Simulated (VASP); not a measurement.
# A VASP study of CdS (Hawleyite) (LDA): structure first, properties next, part 2 of 4

What structure does CdS (Hawleyite) take at this level, and what are its properties? The start is a cell from a database of measured crystal structures.

VASP 6.6.1; LDA; plane waves and PAW (Cd, S).

So far, gap on the k-mesh (eV): step 2 (full relaxation (LDA)) 0.968; step 3 (second relaxation) 0.968. The relaxed cell has a = 5.762 Å (conventional setting).

### Step 4. Single point with fields (LDA)

The relaxed cell gets a fresh self-consistent run, on a basis set for its own volume, to fix the density and to check the remaining stress.

Contents of INCAR:

```
SYSTEM = CdS
PREC = Accurate
ENCUT = 400
EDIFF = 1E-06
NELM = 100
ISMEAR = 0
SIGMA = 0.05
LREAL = .FALSE.
ALGO = Normal
GGA = CA
NBANDS = 15
LORBIT = 11
LWAVE = .FALSE.
LCHARG = .TRUE.
ISIF = 2
LELF = .TRUE.
LVHAR = .TRUE.
```

Contents of POSCAR:

```
CdS
1.0
    0.0000000000      2.8808819730      2.8808819730
    2.8808819730      0.0000000000      2.8808819730
    2.8808819730      2.8808819730      0.0000000000
Cd S
1 1
Direct
    0.0000000000      0.0000000000      0.0000000000
    0.2500000000      0.2500000000      0.2500000000
```

Contents of KPOINTS:

```
Automatic mesh
0
Gamma
6 6 6
0 0 0
```

Potentials, in the order of the species: Cd and S (LDA family, release 64).

Launch:

```
mpirun -np 2 vasp_std
```

The program printed:

```text
[banner, memory and clock lines left out]
running    2 mpi-ranks, on    1 nodes
 distrk:  each k-point on    2 cores,    1 groups
 distr:  one band on    1 cores,    2 groups

 POSCAR found type information on POSCAR CdS
 POSCAR found :  2 types and       2 ions
 LDA part: xc-table for (Slater(with rela. corr.)+CA(PZ))
 , standard interpolation
|                                                                             |
|           W    W    AA    RRRRR   N    N  II  N    N   GGGG   !!!           |
|           W    W   A  A   R    R  NN   N  II  NN   N  G    G  !!!           |
|           W    W  A    A  R    R  N N  N  II  N N  N  G       !!!           |
|           W WW W  AAAAAA  RRRRR   N  N N  II  N  N N  G  GGG   !            |
|           WW  WW  A    A  R   R   N   NN  II  N   NN  G    G                |
|           W    W  A    A  R    R  N    N  II  N    N   GGGG   !!!           |
|                                                                             |
|     The number of bands has been changed from the values supplied in        |
|     The orbitals not found in the WAVECAR file will be initialized with     |
|     random numbers, which is usually adequate. For correlated               |
|     calculations, however, you should redo the groundstate calculation.     |
|     I found NBANDS = 15. Now, NBANDS = 16.                                  |
|                                                                             |

 POSCAR, INCAR and KPOINTS ok, starting setup
 FFT: planning ... GRIDC
 FFT: planning ... GRID_SOFT
 FFT: planning ... GRID
 WAVECAR not read
 entering main loop
       N       E                     dE             d eps       ncg     rms          rms(c)
DAV:   1     0.953998062931E+02    0.95400E+02   -0.78978E+03   536   0.847E+02
DAV:   2    -0.450926287863E+01   -0.99909E+02   -0.94323E+02   648   0.236E+02
DAV:   3    -0.789938651128E+01   -0.33901E+01   -0.33858E+01   648   0.463E+01
DAV:   4    -0.791884417893E+01   -0.19458E-01   -0.19457E-01   632   0.339E+00
DAV:   5    -0.791909386541E+01   -0.24969E-03   -0.24968E-03   648   0.359E-01    0.881E+00
DAV:   6    -0.743488643570E+01    0.48421E+00   -0.76526E-01   776   0.119E+01    0.689E+00
DAV:   7    -0.740727020108E+01    0.27616E-01   -0.16075E-01   648   0.289E+00    0.316E+00
DAV:   8    -0.740225423759E+01    0.50160E-02   -0.17795E-02   552   0.168E+00    0.257E-01
DAV:   9    -0.740183074050E+01    0.42350E-03   -0.19862E-03   680   0.705E-01    0.499E-02
DAV:  10    -0.740181943149E+01    0.11309E-04   -0.16911E-04   592   0.161E-01    0.544E-02
DAV:  11    -0.740183019636E+01   -0.10765E-04   -0.41155E-05   632   0.639E-02    0.139E-02
DAV:  12    -0.740182552945E+01    0.46669E-05   -0.16614E-05   792   0.566E-02    0.702E-03
DAV:  13    -0.740182564686E+01   -0.11741E-06   -0.11894E-06   440   0.814E-03
   1 F= -.74018256E+01 E0= -.74018256E+01  d E =-.851906E-18
```

It took 4.2 s on 2 MPI ranks of Intel Xeon 6975P-C (Granite Rapids), shared host; peak memory 0.23 GiB; 7.2 s of CPU time.

Parts of OUTCAR (step 4):

```text
The static configuration has the point symmetry T_d .

 Found     16 irreducible k-points:

   k-points           NKPTS =     16   k-points in BZ     NKDIM =     16   number of bands    NBANDS=     16

   NELECT =      18.0000    total number of electrons

 E-fermi :   1.7524

 k-point     1 :       0.0000    0.0000    0.0000
  band No.  band energies     occupation
    ...
      5      -5.9282      2.00000
      6      -5.9282      2.00000
      7       1.4619      2.00000
      8       1.4619      2.00000
      9       1.4619      2.00000
     10       2.4300      0.00000
     11       7.8087      0.00000
     12       7.8087      0.00000
     13       7.8087      0.00000
     14      12.7384      0.00000
    ...

 k-point     2 :       0.1667    0.0000    0.0000
  band No.  band energies     occupation
    ...
      5      -5.9297      2.00000
      6      -5.9297      2.00000
      7      -0.1640      2.00000
      8       1.2351      2.00000
      9       1.2351      2.00000
     10       3.6469      0.00000
     11       7.4747      0.00000
     12       8.1464      0.00000
     13       8.1464      0.00000
     14      12.0846      0.00000
    ...

  Total       -0.0149635     -0.0149635     -0.0149635      0.0000000      0.0000000     -0.0000000
  in kB       -0.5013447     -0.5013447     -0.5013447      0.0000000      0.0000000     -0.0000000
  external PRESSURE =      -0.5013447 kB  Pullay stress =       0.0000000 kB

  FREE ENERGIE OF THE ION-ELECTRON SYSTEM (eV)
  ---------------------------------------------------
  free  energy   TOTEN  =        -7.4018256469 eV

  energy  without entropy=       -7.4018256469  energy(sigma->0) =       -7.40182565

[... 10 parts as in an earlier step ...]

[... 4 further parts left out ...]
```

Numbers from this step:

* SCF cycles: 13
* bands: 16
* Fermi energy: 1.752 eV
* pressure: -0.05013 GPa

Valence electrons inside each PAW sphere by angular momentum. Sphere charges, by row:

| atom | s (e) | p (e) | d (e) | tot (e) |
| --- | --- | --- | --- | --- |
| Cd1 | 0.449 | 0.357 | 9.55 | 10.36 |
| S2 | 1.322 | 2.392 | 0 | 3.714 |

Valence density in the ac plane of a cell with a along [110], b along [-110] and c along [001] of the cube at fractional y = 0.000, with atoms of Cd and S within 0.2 Å of it. It is the smooth field of the valence electrons, not physical close to the nuclei.

Ten steps, logarithmic in the rise over the least value, from '_' (0.0 e/Å³) to '@' (8.7 e/Å³), each cell a mean:
```
@@%%++------------++%%@@@@##==----------==##@@
##**==--========--==**####++--====++====--++##
==----==++++++++==----====----++++++++++----==
::::--==++----++==--::::::::==++++::++++--::::
__..::==++====++==::..__..::--++++==++++--....
____..--==++++==--..______..::==++++++==::..__
____..::--====--::..________..::--==--::..____
______....::::....____________..::::::..______
__________....____________________..__________
______________________________________________
______________________________________________
....________________......__________________..
::::..____________..::::::::..__________..::::
++==--..________..--==++++==::________..::==++
%%##==::..____..::++##%%%%**--..______..--**%%
@@%%**--........--**%%@@@@##==::......::==##@@
```
Columns run along a (8.1 Å), rows up along c (5.8 Å), edges of the conventional cell, whose origin can differ from the input's. Atoms in or near the plane, at fractional coordinates: Cd at (0.50, 0.00), Cd at (0.00, 0.00), S at (0.75, 0.75), S at (0.25, 0.75).

Electrostatic potential energy in the ac plane of a cell with a along [110], b along [-110] and c along [001] of the cube at fractional y = 0.000, with atoms of Cd and S within 0.2 Å of it. With pseudopotentials it is smooth inside the atoms' cores, unlike the true potential.

Ten even steps from '_' (-77 eV) to '@' (5 eV), each cell a mean:
```
####%%@@@@@@@@@@@@%%########%%@@@@@@@@@@%%####
####%%@@%%####%%@@%%######%%%%%%######%%%%%%##
%%%%@@%%++....++%%@@%%%%%%%%@@##::..::##@@%%%%
@@@@@@##::____::##@@@@@@@@@@@@++______++@@@@@@
@@@@@@%%--____--%%@@@@@@@@@@@@**______**@@@@@@
@@@@@@@@##====##@@@@@@@@@@@@@@%%++--++%%@@@@@@
@@@@@@@@@@%%%%@@@@@@@@@@@@@@@@@@@@%%@@@@@@@@@@
@@@@@@@@@@@@@@@@@@@@@@@@@@@@@@@@@@@@@@@@@@@@@@
@@@@@@@@@@@@@@@@@@@@@@@@@@@@@@@@@@@@@@@@@@@@@@
@@@@@@@@@@@@@@@@@@@@@@@@@@@@@@@@@@@@@@@@@@@@@@
@@@@@@@@@@@@@@@@@@@@@@@@@@@@@@@@@@@@@@@@@@@@@@
@@@@@@@@@@@@@@@@@@@@@@@@@@@@@@@@@@@@@@@@@@@@@@
@@@@@@@@@@@@@@@@@@@@@@@@@@@@@@@@@@@@@@@@@@@@@@
%%%%%%@@@@@@@@@@@@%%%%%%%%%%@@@@@@@@@@@@@@%%%%
####%%@@@@@@@@@@@@%%########%%@@@@@@@@@@%%####
####%%@@@@@@@@@@%%%%########%%@@@@@@@@@@%%####
```
Columns run along a (8.1 Å; values clipped at the 3rd and 97th percentile), rows up along c (5.8 Å), edges of the conventional cell, whose origin can differ from the input's. Atoms in or near the plane, at fractional coordinates: Cd at (0.50, 0.00), Cd at (0.00, 0.00), S at (0.75, 0.75), S at (0.25, 0.75).

ELF in the ac plane of a cell with a along [110], b along [-110] and c along [001] of the cube at fractional y = 0.000, with atoms of Cd and S within 0.2 Å of it. It is the smooth field of the valence electrons, not physical close to the nuclei.

Ten even steps from '0' (0.01) to '9' (0.85), each cell a mean:
```
00225775220001247874210
12259999522112379997321
22489889842222699899622
12699559962114897479841
02698669962014897579841
01589999851003799999730
00368998630001478987410
00125665210000145654100
00001221000000012211000
00000000000000000000000
00000000000000000000000
11000000001110000000001
21110000111221100000112
22210000122222210001222
01321111231012211111221
00222332220001223432210
```
Columns run along a (8.1 Å), rows up along c (5.8 Å), edges of the conventional cell, whose origin can differ from the input's. Atoms in or near the plane, at fractional coordinates: Cd at (0.50, 0.00), Cd at (0.00, 0.00), S at (0.75, 0.75), S at (0.25, 0.75).

In this run the pressure is -0.05 GPa, small enough to go on; single stress components reach 0.05 GPa.

### Step 5. Bands along the symmetry lines (LDA)

Levels along the symmetry lines show where the bands peak and cross; KPOINTS_OPT computes them in the converged potential.

Contents of INCAR:

```
SYSTEM = CdS
PREC = Accurate
ENCUT = 400
EDIFF = 1E-06
NELM = 100
ISMEAR = 0
SIGMA = 0.05
LREAL = .FALSE.
ALGO = Normal
GGA = CA
NBANDS = 21
LORBIT = 11
LWAVE = .FALSE.
LCHARG = .FALSE.
KPAR = 2
```

POSCAR is that of step 4.

KPOINTS is that of step 4.

Contents of KPOINTS_OPT:

```
Line mode
16
Line-mode
Reciprocal
  0.00000000   0.00000000   0.00000000 GAMMA
  0.50000000   0.00000000   0.50000000 X

  0.50000000   0.00000000   0.50000000 X
  0.50000000   0.25000000   0.75000000 W

  0.50000000   0.25000000   0.75000000 W
  0.37500000   0.37500000   0.75000000 K

  0.37500000   0.37500000   0.75000000 K
  0.00000000   0.00000000   0.00000000 GAMMA

  0.00000000   0.00000000   0.00000000 GAMMA
  0.50000000   0.50000000   0.50000000 L

  0.50000000   0.50000000   0.50000000 L
  0.62500000   0.25000000   0.62500000 U

  0.62500000   0.25000000   0.62500000 U
  0.50000000   0.25000000   0.75000000 W

  0.50000000   0.25000000   0.75000000 W
  0.50000000   0.50000000   0.50000000 L

  0.50000000   0.50000000   0.50000000 L
  0.37500000   0.37500000   0.75000000 K

  0.62500000   0.25000000   0.62500000 U
  0.50000000   0.00000000   0.50000000 X
```

Launch:

```
mpirun -np 2 vasp_std
```

The program printed:

```text
[... set-up lines as in an earlier step ...]
 entering main loop
       N       E                     dE             d eps       ncg     rms          rms(c)
DAV:   1     0.102535936975E+03    0.10254E+03   -0.77940E+03   696   0.645E+02
DAV:   2    -0.367066520626E+01   -0.10621E+03   -0.98797E+02   762   0.197E+02
DAV:   3    -0.789837129315E+01   -0.42277E+01   -0.42065E+01   797   0.417E+01
DAV:   4    -0.791891985238E+01   -0.20549E-01   -0.20546E-01   757   0.292E+00
DAV:   5    -0.791909605424E+01   -0.17620E-03   -0.17620E-03   825   0.249E-01    0.880E+00
DAV:   6    -0.743520077221E+01    0.48390E+00   -0.45823E-01   887   0.907E+00    0.695E+00
DAV:   7    -0.740737854894E+01    0.27822E-01   -0.13690E-01   802   0.214E+00    0.313E+00
DAV:   8    -0.740222056432E+01    0.51580E-02   -0.14704E-02   762   0.121E+00    0.259E-01
DAV:   9    -0.740182910509E+01    0.39146E-03   -0.13814E-03   829   0.494E-01    0.692E-02
DAV:  10    -0.740181952689E+01    0.95782E-05   -0.12083E-04   772   0.117E-01    0.591E-02
DAV:  11    -0.740182835165E+01   -0.88248E-05   -0.42186E-05   785   0.430E-02    0.294E-02
DAV:  12    -0.740182554816E+01    0.28035E-05   -0.62435E-06   859   0.301E-02    0.878E-03
DAV:  13    -0.740182564227E+01   -0.94112E-07   -0.10470E-06   566   0.512E-03
   1 F= -.74018256E+01 E0= -.74018256E+01  d E =-.712912E-12
 Start KPOINTS_OPT (optional k-point list driver)
k-point batch [1-16\160]
       N       E                     dE             ncg
DAV:   1     0.367025282657E+03   -0.44962E+04      720
DAV:   2    -0.126248349017E+04   -0.16295E+04      762
DAV:   3    -0.132703209349E+04   -0.64549E+02      812
DAV:   4    -0.132733997815E+04   -0.30788E+00      755
DAV:   5    -0.132734242399E+04   -0.24458E-02      841
DAV:   6    -0.132734245221E+04   -0.28224E-04      771
DAV:   7    -0.132734245256E+04   -0.35081E-06      729
[...]
k-point batch [145-160\160]
       N       E                     dE             ncg
DAV:   1     0.233892695468E+03   -0.86499E+04      720
DAV:   2    -0.135711463027E+04   -0.15910E+04      755
DAV:   3    -0.141647676187E+04   -0.59362E+02      810
DAV:   4    -0.141676942972E+04   -0.29267E+00      767
DAV:   5    -0.141677194859E+04   -0.25189E-02      838
DAV:   6    -0.141677198119E+04   -0.32599E-04      792
DAV:   7    -0.141677198166E+04   -0.47257E-06      760
```

The job ended after 18 s (2 MPI ranks; peak memory 0.29 GiB).

OUTCAR, selected parts (step 5):

```text
   k-points           NKPTS =     16   k-points in BZ     NKDIM =     16   number of bands    NBANDS=     21

   NELECT =      18.0000    total number of electrons

 E-fermi :   1.6863

 k-point     1 :       0.0000    0.0000    0.0000
  band No.  band energies     occupation
    ...
      5      -5.9281      2.00000
      6      -5.9281      2.00000
      7       1.4620      2.00000
      8       1.4620      2.00000
      9       1.4620      2.00000
     10       2.4300      0.00000
     11       7.8088      0.00000
     12       7.8088      0.00000
     13       7.8088      0.00000
     14      12.7385      0.00000
    ...

  Total       -0.0165416     -0.0165416     -0.0165416     -0.0000000      0.0000000      0.0000000
  in kB       -0.5542180     -0.5542180     -0.5542180     -0.0000000      0.0000000      0.0000000
  external PRESSURE =      -0.5542180 kB  Pullay stress =       0.0000000 kB

 POSITION                                       TOTAL-FORCE (eV/Angst)
 -----------------------------------------------------------------------------------
      0.00000      0.00000      0.00000         0.000000      0.000000     -0.000000
      1.44044      1.44044      1.44044        -0.000000     -0.000000      0.000000
 -----------------------------------------------------------------------------------
    total drift:                                0.000000      0.000000      0.000000

  FREE ENERGIE OF THE ION-ELECTRON SYSTEM (eV)
  ---------------------------------------------------
  free  energy   TOTEN  =        -7.4018256423 eV

  energy  without entropy=       -7.4018256423  energy(sigma->0) =       -7.40182564

[... 8 parts as in an earlier step ...]

[... 8 further parts left out ...]
```

Spin-orbit coupling is off here; it would split degenerate levels.

Numbers from this step:

| Property | Result |
| --- | --- |
| bands | 21 |
| Fermi energy | 1.686 eV |
| pressure | -0.05542 GPa |
| least gap on mesh and path | 0.9680 eV |
| least direct gap on mesh and path | 0.9680 eV |

The electronic bands at the labelled points (eV, zero at the valence-band top; v1 is the highest filled band, c1 the lowest empty one):

```csv
point,v4,v3,v2,v1,c1,c2,c3,c4
Γ,-7.39,0.00,0.00,0.00,0.97,6.35,6.35,6.35
0.53 of the way,-7.34,-2.62,-1.23,-1.23,3.56,4.51,8.15,8.23
X,-6.90,-4.22,-2.06,-2.06,3.24,4.20,9.12,10.76
0.53 of the way,-6.78,-4.20,-2.32,-2.24,4.09,4.80,8.48,8.72
W,-6.68,-4.19,-2.51,-2.39,5.23,5.45,7.09,7.82
0.53 of the way,-6.72,-4.21,-2.71,-1.95,4.49,5.40,7.74,8.34
K,-6.74,-4.22,-2.78,-1.68,4.00,5.38,8.34,8.98
0.47 of the way,-7.31,-3.12,-1.67,-0.54,3.69,6.01,6.45,7.21
Γ,-7.39,0.00,0.00,0.00,0.97,6.35,6.35,6.35
0.53 of the way,-7.38,-2.87,-0.48,-0.48,2.69,6.20,6.90,6.90
L,-6.97,-4.75,-0.83,-0.83,2.83,6.84,6.84,7.33
0.53 of the way,-6.86,-4.47,-2.04,-1.20,4.02,5.72,7.60,7.69
U,-6.74,-4.22,-2.78,-1.68,4.00,5.38,8.34,8.98
0.53 of the way,-6.71,-4.20,-2.69,-2.02,4.61,5.40,7.61,8.25
W,-6.68,-4.19,-2.51,-2.39,5.23,5.45,7.09,7.82
0.53 of the way,-6.85,-4.47,-2.01,-1.28,4.17,5.66,7.14,8.12
L,-6.97,-4.75,-0.83,-0.83,2.83,6.84,6.84,7.33
0.53 of the way,-6.86,-4.47,-2.04,-1.20,4.02,5.72,7.60,7.69
K,-6.74,-4.22,-2.78,-1.68,4.00,5.38,8.34,8.98
jump to U,-6.74,-4.22,-2.78,-1.68,4.00,5.38,8.34,8.98
0.47 of the way,-6.83,-4.22,-2.39,-1.94,3.59,4.58,8.80,9.94
X,-6.90,-4.22,-2.06,-2.06,3.24,4.20,9.12,10.76
```

Of the projections kept (Cd, S), the largest for each band there, as a share of the weight inside these atoms' spheres; weight between the spheres isn't counted:

| point | v4 | v3 | v2 | v1 | c1 | c2 | c3 | c4 |
| --- | --- | --- | --- | --- | --- | --- | --- | --- |
| Γ | Cd 1.00 | S 0.77 | S 0.77 | S 0.77 | Cd 0.52 | Cd 0.99 | Cd 0.99 | Cd 0.99 |
| X | Cd 0.92 | Cd 0.56 | S 0.77 | S 0.77 | Cd 0.77 | Cd 0.76 | S 0.80 | Cd 0.53 |
| W | Cd 0.92 | Cd 0.50 | S 0.76 | S 0.67 | S 0.59 | Cd 0.52 | Cd 0.73 | Cd 0.56 |
| K | Cd 0.92 | Cd 0.50 | S 0.70 | S 0.76 | Cd 0.76 | S 0.52 | S 0.72 | Cd 0.61 |
| Γ | Cd 1.00 | S 0.77 | S 0.77 | S 0.77 | Cd 0.52 | Cd 0.99 | Cd 0.99 | Cd 0.99 |
| L | Cd 0.95 | S 0.58 | S 0.76 | S 0.76 | Cd 0.69 | Cd 0.90 | Cd 0.90 | S 0.80 |

The path finds the gap of the mesh within 0.02 eV, so the mesh comes close to both band edges.

(Part 2 of 4 ends here.)

[Lines on the potential files, build, host, timing and source positions are cut from VASP's logs without a mark.]

[Logs are printed without paths, hosts, clocks, repeated set-up lines and the standing remarks that a program may print on its own settings, such as how far it seeks lower states.]

[Hosts, paths, dates, database ids (printed as entryN), source tags and the programs' standing remarks are cut or masked in the printed files.]

[A measured line is paired with the nearest computed mode of its activity, which favours agreement.]

[In band tables of VASP the shares of atoms and orbitals are scaled to a sum of 1 inside the atoms' spheres.]
